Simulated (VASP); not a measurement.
# Ni3Pt: convergence with the smearing and plane-wave cutoff

How sensitive are energy, pressure and forces of Ni3Pt to the smearing and plane-wave cutoff? The atoms are off their equilibrium sites, so that forces can be compared too. The series runs use r2SCAN. The smearing tried: ISMEAR = 0, SIGMA = 0.01; ISMEAR = 0, SIGMA = 0.05; ISMEAR = 0, SIGMA = 0.1; ISMEAR = 0, SIGMA = 0.2; ISMEAR = 0, SIGMA = 0.5; ISMEAR = 1, SIGMA = 0.01; ISMEAR = 1, SIGMA = 0.05; ISMEAR = 1, SIGMA = 0.1; ISMEAR = 1, SIGMA = 0.2; ISMEAR = 1, SIGMA = 0.5; ISMEAR = -5. The plane-wave cutoff tried: ENCUT = 160; ENCUT = 200; ENCUT = 240; ENCUT = 270; ENCUT = 310; ENCUT = 350; ENCUT = 430; ENCUT = 540. The atoms of the start are displaced at random from the sites of a Pm-3m cell.

Program: VASP 6.6.1. Level of theory: r2SCAN, spin-polarised from a ferromagnetic start; plane waves and PAW (Ni, Pt). Results are calculated unless marked as measured.

## (1) The structure

The structure is triclinic, space group P1 (No. 1). The conventional cell has a = 3.625 Å, b = 3.625 Å, c = 3.625 Å, α = 90.00°, β = 90.00°, γ = 90.00°. Ni has 8 Ni at 2.48 to 2.65 Å and 4 Pt at 2.52 to 2.60 Å nearest. Ni has 4 Pt at 2.51 to 2.62 Å and 8 Ni at 2.51 to 2.62 Å nearest. Ni has 8 Ni at 2.48 to 2.65 Å and 4 Pt at 2.49 to 2.64 Å nearest. Nearest to Pt lie 12 Ni at 2.49 to 2.64 Å. Farther neighbours are not listed.

## (2) Smearing: ISMEAR = 0, SIGMA = 0.01

Smearing steadies the sum over the Fermi surface at the price of an entropy term. r2SCAN adds the kinetic-energy density, costs more than a GGA and is run with LASPH.

The input, INCAR:

```
SYSTEM = Ni3Pt
PREC = Accurate
ENCUT = 400
EDIFF = 1E-06
NELM = 100
ISMEAR = 0
SIGMA = 0.01
LREAL = .FALSE.
ALGO = Normal
METAGGA = R2SCAN
LASPH = .TRUE.
NBANDS = 30
ISPIN = 2
MAGMOM = 1 1 1 0
LMAXMIX = 4
LORBIT = 11
LWAVE = .FALSE.
LCHARG = .FALSE.
KPAR = 4
ISIF = 2
```

The input, POSCAR:

```
Ni3Pt
1.0
    3.6245667900      0.0000000000      0.0000000000
    0.0000000000      3.6245667900      0.0000000000
    0.0000000000      0.0000000000      3.6245667900
Ni Pt
3 1
Direct
    0.5090410000      0.0188420000      0.5175610000
    0.0095480000      0.5119620000      0.5065660000
    0.4985550000      0.5048410000     -0.0027350000
    0.0195020000     -0.0039100000      0.0122770000
```

The input, KPOINTS:

```
Automatic mesh
0
Gamma
7 7 7
0 0 0
```

PAW data sets: Ni and Pt (PBE family, release 64).

Command:

```
> mpirun -np 4 vasp_std
```

Output:

```text
[banner, memory and clock lines left out]
running    4 mpi-ranks, on    1 nodes
 distrk:  each k-point on    1 cores,    4 groups
 distr:  one band on    1 cores,    1 groups

 POSCAR found type information on POSCAR NiPt
 POSCAR found :  2 types and       4 ions
|                                                                             |
|               ----> ADVICE to this user running VASP <----                  |
|                                                                             |
|     You enforced a specific xc type in the INCAR file but a different       |
|     [... a line on the potential file left out ...]
|     I HOPE YOU KNOW WHAT YOU ARE DOING!                                     |
|                                                                             |

 LDA part: xc-table for (None), standard interpolation
 POSCAR, INCAR and KPOINTS ok, starting setup
 FFT: planning ... GRIDC
 FFT: planning ... GRID_SOFT
 FFT: planning ... GRID
 WAVECAR not read
 entering main loop
       N       E                     dE             d eps       ncg     rms          rms(c)
DAV:   1     0.183754050224E+03    0.18375E+03   -0.15490E+04 21344   0.151E+03
DAV:   2    -0.805323671029E+02   -0.26429E+03   -0.24774E+03 20916   0.322E+02
DAV:   3    -0.974303562470E+02   -0.16898E+02   -0.16211E+02 22926   0.102E+02
DAV:   4    -0.977035726494E+02   -0.27322E+00   -0.27294E+00 23728   0.125E+01
DAV:   5    -0.977144876374E+02   -0.10915E-01   -0.10914E-01 26562   0.219E+00    0.234E+01
DAV:   6    -0.916887530135E+02    0.60257E+01   -0.36273E+01 22968   0.110E+02    0.256E+01
DAV:   7    -0.877626458989E+02    0.39261E+01   -0.24166E+01 26170   0.767E+01    0.819E+00
DAV:   8    -0.876619025202E+02    0.10074E+00   -0.74998E-01 26378   0.101E+01    0.411E+00
DAV:   9    -0.877620251506E+02   -0.10012E+00   -0.67336E-01 28666   0.201E+01    0.564E+00
DAV:  10    -0.876295502018E+02    0.13247E+00   -0.38627E-01 27302   0.175E+01    0.115E+00
DAV:  11    -0.876311095413E+02   -0.15593E-02   -0.38804E-02 30082   0.326E+00    0.775E-01
DAV:  12    -0.876294786485E+02    0.16309E-02   -0.10124E-02 26642   0.263E+00    0.489E-01
DAV:  13    -0.876294202063E+02    0.58442E-04   -0.80291E-03 26156   0.115E+00    0.220E-01
DAV:  14    -0.876301793610E+02   -0.75915E-03   -0.34989E-03 24200   0.832E-01    0.147E-01
DAV:  15    -0.876305112513E+02   -0.33189E-03   -0.11383E-03 31310   0.307E-01    0.131E-01
DAV:  16    -0.876305429143E+02   -0.31663E-04   -0.10255E-04 25854   0.861E-02    0.128E-01
DAV:  17    -0.876299179815E+02    0.62493E-03   -0.16243E-03 28238   0.407E-01    0.121E-01
DAV:  18    -0.876287548042E+02    0.11632E-02   -0.80438E-03 28514   0.919E-01    0.107E-01
DAV:  19    -0.876288981342E+02   -0.14333E-03   -0.30242E-03 31480   0.501E-01    0.849E-02
DAV:  20    -0.876289049225E+02   -0.67883E-05   -0.21180E-03 32732   0.423E-01    0.787E-02
DAV:  21    -0.876290037635E+02   -0.98841E-04   -0.69933E-04 32770   0.249E-01    0.742E-02
DAV:  22    -0.876290575998E+02   -0.53836E-04   -0.45198E-05 23346   0.700E-02    0.711E-02
DAV:  23    -0.876285292971E+02    0.52830E-03   -0.36883E-03 28444   0.606E-01    0.821E-02
DAV:  24    -0.876286744590E+02   -0.14516E-03   -0.17995E-04 27678   0.107E-01    0.776E-02
DAV:  25    -0.876287116305E+02   -0.37171E-04   -0.13613E-05 22266   0.396E-02    0.774E-02
DAV:  26    -0.876288641397E+02   -0.15251E-03   -0.15266E-03 28210   0.408E-01    0.619E-02
DAV:  27    -0.876289110176E+02   -0.46878E-04   -0.24963E-04 30638   0.162E-01    0.481E-02
DAV:  28    -0.876288834984E+02    0.27519E-04   -0.12234E-04 31560   0.103E-01    0.466E-02
DAV:  29    -0.876288824189E+02    0.10795E-05   -0.18326E-05 22200   0.418E-02    0.458E-02
DAV:  30    -0.876287146917E+02    0.16773E-03   -0.91785E-04 28778   0.301E-01    0.387E-02
DAV:  31    -0.876287472998E+02   -0.32608E-04   -0.22373E-04 31076   0.135E-01    0.333E-02
DAV:  32    -0.876287656681E+02   -0.18368E-04   -0.11671E-04 32308   0.970E-02    0.312E-02
DAV:  33    -0.876287937925E+02   -0.28124E-04   -0.21820E-04 29102   0.146E-01    0.268E-02
DAV:  34    -0.876288194503E+02   -0.25658E-04   -0.28066E-04 29752   0.168E-01    0.223E-02
DAV:  35    -0.876288342904E+02   -0.14840E-04   -0.32107E-04 31562   0.169E-01    0.203E-02
DAV:  36    -0.876288528850E+02   -0.18595E-04   -0.81303E-05 31636   0.835E-02    0.189E-02
DAV:  37    -0.876288584490E+02   -0.55639E-05   -0.39121E-06 17648   0.181E-02    0.171E-02
DAV:  38    -0.876288518785E+02    0.65704E-05   -0.10420E-04 26792   0.103E-01    0.143E-02
DAV:  39    -0.876288551630E+02   -0.32844E-05   -0.64859E-05 27158   0.773E-02    0.124E-02
DAV:  40    -0.876288599134E+02   -0.47504E-05   -0.13040E-05 18098   0.371E-02    0.110E-02
DAV:  41    -0.876288601824E+02   -0.26908E-06   -0.74392E-06 11022   0.259E-02
   1 F= -.87628860E+02 E0= -.87628647E+02  d E =-.425696E-03  mag=     2.7698
```

The job ended after 8.7 min (4 MPI ranks of Intel Xeon Platinum 8559C (Emerald Rapids), shared host; peak memory 1.4 GiB).

Lines that name or quote the potential files are left out of all logs, and their timing lines are given in words.

From OUTCAR (step 2):

```text
ion  position               nearest neighbor table
   1  0.509  0.019  0.518-   3 2.48   4 2.52   2 2.54   2 2.55   3 2.55   4 2.55   4 2.58   2 2.58
                             3 2.58   2 2.58   4 2.60   3 2.65
   2  0.010  0.512  0.507-   4 2.51   3 2.51   4 2.54   1 2.54   1 2.55   3 2.56   3 2.57   1 2.58
                             1 2.58   4 2.59   3 2.62   4 2.62
   3  0.499  0.505  0.997-   1 2.48   4 2.49   2 2.51   4 2.53   1 2.55   2 2.56   2 2.57   1 2.58
                             4 2.60   2 2.62   4 2.64   1 2.65
   4  0.020  0.996  0.012-   3 2.49   2 2.51   1 2.52   3 2.53   2 2.54   1 2.55   1 2.58   2 2.59
                             3 2.60   1 2.60   2 2.62   3 2.64

  LATTYP: Found a simple cubic cell.
 ALAT       =     3.6245667900

 Subroutine GETGRP returns: Found  1 space group operations
 (whereof  1 operations were pure point group operations)

The static configuration has the point symmetry C_1 .

 Found    172 irreducible k-points:

   k-points           NKPTS =    172   k-points in BZ     NKDIM =    172   number of bands    NBANDS=     30

   dimension x,y,z NGX =    24 NGY =   24 NGZ =   24
   dimension x,y,z NGXF=    48 NGYF=   48 NGZF=   48

   ENCUT  =  400.0 eV  29.40 Ry    5.42 a.u.   5.91  5.91  5.91*2*pi/ulx,y,z

   NELECT =      40.0000    total number of electrons

 k-points in reciprocal lattice and weights: Automatic mesh
   0.00000000  0.00000000  0.00000000       0.003
   0.14285714  0.00000000  0.00000000       0.006
   0.00000000  0.14285714  0.00000000       0.006
   0.00000000  0.00000000  0.14285714       0.006
   0.28571429  0.00000000  0.00000000       0.006
   0.00000000  0.28571429  0.00000000       0.006
   0.00000000  0.00000000  0.28571429       0.006
   0.42857143  0.00000000  0.00000000       0.006
   0.00000000  0.42857143  0.00000000       0.006
[...]
-0.42857143 -0.42857143  0.42857143       0.006
   0.42857143 -0.42857143  0.42857143       0.006

 average (electrostatic) potential at core
       1 -86.7292       2 -86.7326       3 -86.7409       4 -69.5584

 E-fermi :   9.9775

 spin component 1
 k-point     1 :       0.0000    0.0000    0.0000
  band No.  band energies     occupation
    ...
     17       9.2670      1.00000
     18       9.2961      1.00000
     19       9.5851      1.00000
     20       9.6017      1.00000
     21       9.6159      1.00000
     22      12.2565      0.00000
     23      12.2720      0.00000
     24      12.3014      0.00000
     25      18.2745      0.00000
     26      20.5853      0.00000
    ...

 k-point     2 :       0.1429    0.0000    0.0000
  band No.  band energies     occupation
    ...
     17       9.0655      1.00000
     18       9.1162      1.00000
     19       9.1585      1.00000
     20       9.2380      1.00000
     21       9.5896      1.00000
     22      11.0773      0.00000
     23      13.1514      0.00000
     24      13.1792      0.00000
     25      18.8111      0.00000
     26      20.3657      0.00000
    ...

 k-point     3 :       0.0000    0.1429    0.0000
  band No.  band energies     occupation
    ...
     17       9.0230      1.00000
     18       9.1045      1.00000
     19       9.1798      1.00000
     20       9.2305      1.00000
     21       9.6032      1.00000
     22      11.0837      0.00000
     23      13.1554      0.00000
     24      13.1704      0.00000
     25      18.8118      0.00000
     26      20.3672      0.00000
    ...

 k-point     4 :       0.0000    0.0000    0.1429
  band No.  band energies     occupation
    ...
     17       9.0324      1.00000
     18       9.0786      1.00000
     19       9.2013      1.00000
     20       9.2390      1.00000
     21       9.6001      1.00000
     22      11.0667      0.00000
     23      13.1592      0.00000
     24      13.1764      0.00000
     25      18.8083      0.00000
     26      20.3735      0.00000
    ...

 k-point     5 :       0.2857    0.0000    0.0000
  band No.  band energies     occupation
    ...
     18       8.6432      1.00000
     19       8.7835      1.00000
     20       9.0121      1.00000
     21       9.1443      1.00000
     22       9.5766      1.00000
     23      14.8896      0.00000
     24      14.9082      0.00000
     25      19.1908      0.00000
     26      19.8728      0.00000
     27      21.3890      0.00000
    ...

 k-point     6 :       0.0000    0.2857    0.0000
  band No.  band energies     occupation
    ...
     18       8.6436      1.00000
     19       8.7922      1.00000
     20       9.0088      1.00000
     21       9.1652      1.00000
     22       9.5899      1.00000
     23      14.8888      0.00000
     24      14.9074      0.00000
     25      19.1809      0.00000
     26      19.8668      0.00000
     27      21.4132      0.00000
    ...

  Total        0.0144769      0.1824255      0.0890766     -0.0648667      0.0395901     -0.0033078
  in kB        0.4870988      6.1380117      2.9971308     -2.1825500      1.3320744     -0.1112970
  external PRESSURE =       3.2074138 kB  Pullay stress =       0.0000000 kB

  energy-cutoff  :      400.00
  volume of cell :       47.62
      direct lattice vectors                 reciprocal lattice vectors
     3.624566790  0.000000000  0.000000000     0.275895040  0.000000000  0.000000000
     0.000000000  3.624566790  0.000000000     0.000000000  0.275895040  0.000000000
     0.000000000  0.000000000  3.624566790     0.000000000  0.000000000  0.275895040

 POSITION                                       TOTAL-FORCE (eV/Angst)
 -----------------------------------------------------------------------------------
      1.84505      0.06829      1.87593         0.261694     -0.191179     -0.338165
      0.03461      1.85564      1.83608        -0.132885     -0.334763      0.045909
      1.80705      1.82983      3.61465         0.666996     -0.087722      0.296872
      0.07069      3.61039      0.04450        -0.795805      0.613664     -0.004616
 -----------------------------------------------------------------------------------
    total drift:                               -0.004287      0.000931      0.006583

  FREE ENERGIE OF THE ION-ELECTRON SYSTEM (eV)
  ---------------------------------------------------
  free  energy   TOTEN  =       -87.6288601824 eV

  energy  without entropy=      -87.6284344867  energy(sigma->0) =      -87.62864733

 total charge
# of ion       s       p       d       tot
------------------------------------------
    1        0.486   0.505   8.316   9.307
    2        0.486   0.505   8.315   9.306
    3        0.488   0.507   8.316   9.311
    4        0.755   0.668   8.096   9.519
--------------------------------------------------
tot          2.215   2.186  33.042  37.443

 magnetization (x)
# of ion       s       p       d       tot
------------------------------------------
    1       -0.006  -0.033   0.883   0.845
    2       -0.006  -0.032   0.885   0.847
    3       -0.006  -0.033   0.886   0.847
    4       -0.010  -0.060   0.380   0.310
--------------------------------------------------
tot         -0.028  -0.157   3.035   2.849

[... 6 further parts left out ...]
```

The magnetic state follows from one typed start and may not be the lowest. The k-mesh is coarse for a metal. SCAN-type functionals tend to overstate the moments of itinerant magnets. The PAW data sets were made with PBE, which is usual practice but a small mismatch for other functionals.

Numbers from this step:

```
SCF cycles                                        : 41
electrons                                         : 40
bands                                             : 30
irreducible k-points                              : 172
symmetry operations                               : 1
free energy (TOTEN)                               : -87.6289 eV
energy at zero smearing                           : -87.6286 eV
Fermi energy                                      : 9.977 eV
pressure                                          : 0.3207 GPa
moment of the cell, from the last line of the log : 2.770 μB
metallic                                          : yes
```

Spin moment in the PAW sphere by atom:

```csv
atom,spin moment in the PAW sphere (μB)
Ni1,0.845
Ni2,0.847
Ni3,0.847
Pt4,0.310
```

The series starts at -21.9072 eV an atom and 0.32 GPa, after 41 cycles in 8.7 min. The entropy term T·S comes to 0.11 meV an atom in size.

## (3) Smearing: ISMEAR = 0, SIGMA = 0.05

Changes to INCAR since step 2:

```diff
@@ -6,3 +6,3 @@
 ISMEAR = 0
-SIGMA = 0.01
+SIGMA = 0.05
 LREAL = .FALSE.
```

POSCAR is that of step 2.

KPOINTS is that of step 2.

Command:

```
> mpirun -np 4 vasp_std
```

Output:

```text
[banner, memory and clock lines left out]
running    4 mpi-ranks, on    1 nodes
[...]
[... a notice as in an earlier step ...]

 LDA part: xc-table for (None), standard interpolation
 POSCAR, INCAR and KPOINTS ok, starting setup
[...]
entering main loop
       N       E                     dE             d eps       ncg     rms          rms(c)
DAV:   1     0.183752489768E+03    0.18375E+03   -0.15490E+04 21344   0.151E+03
DAV:   2    -0.805362796160E+02   -0.26429E+03   -0.24774E+03 20916   0.322E+02
DAV:   3    -0.974324666064E+02   -0.16896E+02   -0.16213E+02 22926   0.102E+02
DAV:   4    -0.977056728427E+02   -0.27321E+00   -0.27293E+00 23728   0.125E+01
[...]
DAV:  38    -0.876338917811E+02    0.29881E-08   -0.26642E-05 15870   0.471E-02    0.365E-03
DAV:  39    -0.876338937418E+02   -0.19607E-05   -0.46258E-06 14380   0.200E-02    0.221E-03
DAV:  40    -0.876338942612E+02   -0.51944E-06   -0.40085E-06 10398   0.191E-02
   1 F= -.87633894E+02 E0= -.87628967E+02  d E =-.985401E-02  mag=     2.7758
```

It took 8.2 min on 4 MPI ranks; peak memory 1.4 GiB.

From OUTCAR (step 3):

```text
  Total        0.0177171      0.2233016      0.1178966     -0.0635355      0.0437234     -0.0082807
  in kB        0.5961215      7.5133592      3.9668293     -2.1377599      1.4711470     -0.2786172
  external PRESSURE =       4.0254367 kB  Pullay stress =       0.0000000 kB

 POSITION                                       TOTAL-FORCE (eV/Angst)
 -----------------------------------------------------------------------------------
      1.84505      0.06829      1.87593         0.257813     -0.194946     -0.345918
      0.03461      1.85564      1.83608        -0.129174     -0.332694      0.048544
      1.80705      1.82983      3.61465         0.657812     -0.083448      0.301689
      0.07069      3.61039      0.04450        -0.786451      0.611088     -0.004315
 -----------------------------------------------------------------------------------
    total drift:                               -0.004312      0.000900      0.006520

  FREE ENERGIE OF THE ION-ELECTRON SYSTEM (eV)
  ---------------------------------------------------
  free  energy   TOTEN  =       -87.6338942612 eV

  energy  without entropy=      -87.6240402510  energy(sigma->0) =      -87.62896726

 magnetization (x)
# of ion       s       p       d       tot
------------------------------------------
    1       -0.006  -0.032   0.885   0.847
    2       -0.006  -0.032   0.887   0.848
    3       -0.006  -0.033   0.887   0.848
    4       -0.011  -0.060   0.382   0.312
--------------------------------------------------
tot         -0.028  -0.157   3.040   2.855

[... 2 parts as in an earlier step ...]

[... 1 further part left out ...]
[key lines of the parts left out:]
E-fermi :   9.9755
```

Against the run before the energy at zero width moves by -0.08 meV an atom and the pressure by +0.08 GPa, after 40 cycles in 8.2 min. The entropy term T·S comes to 2.46 meV an atom in size.

(Continued in part 2 of 4.)

[Lines on the potential files, build, host, timing and source positions are cut from VASP's logs without a mark.]

[Logs are printed without paths, hosts, clocks, repeated set-up lines and the standing remarks that a program may print on its own settings, such as how far it seeks lower states.]

[Hosts, paths, dates, database ids (printed as entryN), source tags and the programs' standing remarks are cut or masked in the printed files.]

[A measured line is paired with the nearest computed mode of its activity, which favours agreement.]
